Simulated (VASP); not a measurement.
Given:

```
CELL_PARAMETERS angstrom
      0.00000     2.24245     2.24245
      2.24245     0.00000     2.24245
      2.24245     2.24245     0.00000
ATOMIC_POSITIONS crystal
  Hf 0.00000 0.00000 0.00000
  N  0.50000 0.50000 0.50000
```

These are AM05 GGA, VASP's PBE PAW potentials (set 64) (plane waves; VASP 6.6.1) values and carry that method's errors. Run with 520 eV cut-off, 13×13×13 Γ-centred mesh, first-order Methfessel-Paxton smearing of 0.10 eV, potentials Hf_pv N.

Unless said otherwise, spin-orbit coupling is left out, though it shifts the bands of the heavy elements here.

### Question
Predict the energy per atom (σ→0), band gap (on the k-mesh) with the smallest direct gap where there is one.

### Answer

- band gap (on the k-mesh) = none (metal, semimetal or under 0.01 eV)
- energy per atom (σ→0) = -11.254 eV/atom

The compound is HfN in the rock salt structure. It was relaxed first. The start is the result of an earlier pass. The electron count is odd and the run is not spin-polarised, which forces a metal.
